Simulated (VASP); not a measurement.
# TiWSe3 (Pm-3m) in VASP: single point with PBE

Aim: the single point of TiWSe3 with PBE.

Program: VASP 6.6.1. These are calculated values, not measurements. Logs are shortened: lines on timing, memory, paths and dates and some standing lists are left out, and cuts for length are marked.

## 1. The cell of the first run

It takes space group Pm-3m (No. 221, cubic). Conventional cell: a = 4.933 Å, b = 4.933 Å, c = 4.933 Å, α = 90.00°, β = 90.00°, γ = 90.00°. Ti (site symmetry m-3m) is surrounded by 12 Se at 3.49 Å. W (site symmetry m-3m) is surrounded by 6 Se at 2.47 Å. Se (site symmetry 4/mmm) has 2 W at 2.47 Å as nearest neighbours.

The cell was built by a generator and needn't be a form met in nature.

## 2. Single point, PBE, collinear spin, typed start (species swapped into the TmRh3C type (Pm-3m, No. 221))

File INCAR:

```
SYSTEM = TiWSe3
PREC = Accurate
ENCUT = 520
EDIFF = 1E-6
ISMEAR = 0
SIGMA = 0.1
LREAL = .False.
LASPH = .True.
NELM = 150
ALGO = Fast
ISIF = 2
LWAVE = .False.
LCHARG = .True.
ISPIN = 2
MAGMOM = 2.38 0.93 0 0 0
LORBIT = 11
LMAXMIX = 4
GGA = PE
LELF = .True.
LVHAR = .True.
NBANDS = 34
```

File KPOINTS:

```
regular mesh
0
Gamma
  8 8 8
  0 0 0
```

File POSCAR:

```
TiWSe3
1.0
    4.9332170691      0.0000000000      0.0000000000
    0.0000000000      4.9332170691      0.0000000000
    0.0000000000      0.0000000000      4.9332170691
Ti W Se
1 1 3
Direct
    0.0000000000      0.0000000000      0.0000000000
    0.5000000000      0.5000000000      0.5000000000
    0.0000000000      0.5000000000      0.5000000000
    0.5000000000      0.5000000000      0.0000000000
    0.5000000000      0.0000000000      0.5000000000
```

Potentials or basis: VASP PAW PBE potentials, release 64 (Ti_sv, W_sv, Se).

On the command line:

```
cat potpaw_PBE.64/Ti_sv/POTCAR potpaw_PBE.64/W_sv/POTCAR potpaw_PBE.64/Se/POTCAR > POTCAR
mpirun -np 1 vasp_std > vasp.out
```

OUTCAR:

```text
SYSTEM = TiWSe3
   PREC = Accurate
   ENCUT = 520
   EDIFF = 1E-6
   ISMEAR = 0
   LREAL = .False.
   LASPH = .True.
   NELM = 150
   ISIF = 2
   ISPIN = 2
   LORBIT = 11
   GGA = PE

 ion  position               nearest neighbor table
   1  0.000  0.000  0.000-
   2  0.500  0.500  0.500-   3 2.47   4 2.47   5 2.47   4 2.47   5 2.47   3 2.47
   3  0.000  0.500  0.500-   2 2.47   2 2.47
   4  0.500  0.500  0.000-   2 2.47   2 2.47
   5  0.500  0.000  0.500-   2 2.47   2 2.47

  LATTYP: Found a simple cubic cell.
 ALAT       =     4.9332170691

  Lattice vectors:

 A1 = (   4.9332170691,   0.0000000000,   0.0000000000)
 A2 = (   0.0000000000,   4.9332170691,   0.0000000000)
 A3 = (   0.0000000000,   0.0000000000,   4.9332170691)

Analysis of symmetry for initial positions (statically):
=====================================================================
 Subroutine PRICEL returns:
 Original cell was already a primitive cell.

 Routine SETGRP: Setting up the symmetry group for a
 simple cubic supercell.

 Subroutine GETGRP returns: Found 48 space group operations
 (whereof 48 operations were pure point group operations)
 out of a pool of 48 trial point group operations.

The static configuration has the point symmetry O_h .

Analysis of symmetry for dynamics (positions and initial velocities):
=====================================================================
 Subroutine PRICEL returns:
 Original cell was already a primitive cell.

 Routine SETGRP: Setting up the symmetry group for a
 simple cubic supercell.

 Subroutine GETGRP returns: Found 48 space group operations
 (whereof 48 operations were pure point group operations)
 out of a pool of 48 trial point group operations.

The dynamic configuration has the point symmetry O_h .

Analysis of structural, dynamic, and magnetic symmetry:
=====================================================================
 Subroutine PRICEL returns:
 Original cell was already a primitive cell.

 Routine SETGRP: Setting up the symmetry group for a
 simple cubic supercell.

 Subroutine GETGRP returns: Found 48 space group operations
 (whereof 48 operations were pure point group operations)
 out of a pool of 48 trial point group operations.

The overall configuration has the point symmetry O_h .

[... 126 lines left out ...]
  Fermi-wavevector in a.u.,A,eV,Ry     =   1.171554  2.213915 18.674511  1.372538
  Thomas-Fermi vector in A             =   2.307996
   LORBIT       =     11    0 simple, 1 ext, 2 COOP (PROOUT), +10 PAW based schemes
   GGA     = PE    functional components
   LHFCALC =     F    Hartree Fock is set to
   AEXX    =    0.0000 exact exchange contribution
   IVDW    =     0    specifies the selected vdW correction
   LEPSILON=     F    determine dielectric tensor
   LRPA    =     F    only Hartree local field effects (RPA)
 spin polarized calculation
 RMM-DIIS sequential band-by-band and
 Gauss-broadening in eV      SIGMA  =   0.10
  energy-cutoff  :      520.00
  volume of cell :      120.06
 maximum number of plane-waves:      3256
 NGX is ok and might be reduce to    40
   NGX = 19   NGY = 19   NGZ = 19

 number of electron      43.9999998 magnetization       2.9592687

 Free energy of the ion-electron system (eV)
  ---------------------------------------------------
  ext. energy  EPLUGINS =         0.00000000
  ---------------------------------------------------
  free energy    TOTEN  =       -29.07931983 eV

  energy without entropy =      -29.03448779  energy(sigma->0) =      -29.05690381

 E-fermi :   5.2343     XC(G=0):  -9.8172

 val. band max:        5.2319504496   @ k =   0.2500   0.0000   0.0000
 cond. band min:       5.2413230206   @ k =   0.5000   0.3750   0.2500
 fundamental gap:      0.0093725710
 Fermi energy:         5.2342544608

 spin component 1

 k-point     1 :       0.0000    0.0000    0.0000
  band No.  band energies     occupation
      1     -69.9469      1.00000
      2     -52.9574      1.00000
      3     -34.2546      1.00000
      4     -34.2546      1.00000
      5     -34.2546      1.00000
      6     -29.2571      1.00000
[... 877 lines left out ...]
     33      10.7537      0.00000
     34      11.0200      0.00000

 [... further k-points ...]

 spin component 2

 k-point     1 :       0.0000    0.0000    0.0000
  band No.  band energies     occupation
      1     -69.6404      1.00000
      2     -51.1281      1.00000
      3     -33.8429      1.00000
      4     -33.8429      1.00000
      5     -33.8429      1.00000
      6     -27.4244      1.00000
[... 877 lines left out ...]
     33      11.3091      0.00000
     34      11.4830      0.00000

 [... further k-points ...]
[... 5 lines left out ...]
  --------------------------------------------------------------------------------------
  -------------------------------------------------------------------------------------
  Total        0.1059002      0.1059002      0.1059002     -0.0000000     -0.0000000      0.0000000
  in kB        1.4132422      1.4132422      1.4132422     -0.0000000     -0.0000000      0.0000000
  external PRESSURE =       1.4132422 kB  Pullay stress =       0.0000000 kB

 VOLUME and BASIS-vectors are now :
 -----------------------------------------------------------------------------
  energy-cutoff  :      520.00
  volume of cell :      120.06
      direct lattice vectors                 reciprocal lattice vectors
     4.933217069  0.000000000  0.000000000     0.202707480  0.000000000  0.000000000
     0.000000000  4.933217069  0.000000000     0.000000000  0.202707480  0.000000000
     0.000000000  0.000000000  4.933217069     0.000000000  0.000000000  0.202707480

 POSITION                                       TOTAL-FORCE (eV/Angst)
 -----------------------------------------------------------------------------------
      0.00000      0.00000      0.00000         0.000000      0.000000      0.000000
      2.46661      2.46661      2.46661         0.000000      0.000000      0.000000
      0.00000      2.46661      2.46661         0.000000      0.000000      0.000000
      2.46661      2.46661      0.00000         0.000000      0.000000      0.000000
      2.46661      0.00000      2.46661         0.000000      0.000000      0.000000
 -----------------------------------------------------------------------------------
    total drift:                                0.000000      0.000000     -0.000000

  FREE ENERGIE OF THE ION-ELECTRON SYSTEM (eV)
  ---------------------------------------------------
  free  energy   TOTEN  =       -29.0793198332 eV

  energy  without entropy=      -29.0344877873  energy(sigma->0) =      -29.05690381

 total charge

# of ion       s       p       d       tot
------------------------------------------
    1        2.081   5.955   1.969  10.006
    2        2.312   6.264   3.398  11.974
    3        1.459   2.379   0.050   3.888
    4        1.459   2.379   0.050   3.888
    5        1.459   2.379   0.050   3.888
--------------------------------------------------
tot          8.770  19.357   5.516  33.643

 magnetization (x)

# of ion       s       p       d       tot
------------------------------------------
    1        0.048   0.008   1.789   1.846
    2        0.014   0.006   0.631   0.651
    3        0.000  -0.080   0.008  -0.072
    4        0.000  -0.080   0.008  -0.072
    5        0.000  -0.080   0.008  -0.072
--------------------------------------------------
tot          0.063  -0.227   2.444   2.280
```

It took 5.1 min on 1 thread of AMD EPYC 9R45 (Zen 5), shared host; peak memory 0.39 GiB.

Results:

```yaml
Free_energy: -29.0793 eV
Pressure: 0.1 GPa
Band_gap_on_the_k_mesh: none (metal or under the smearing width)
Net_moment: 2.96 μB per cell
Site_moments: Ti +1.85; W +0.65; Se -0.07 μB
Valence_electrons_inside_the_program's_atomic_spheres: Ti 10.01; W 11.97; Se 3.89
```
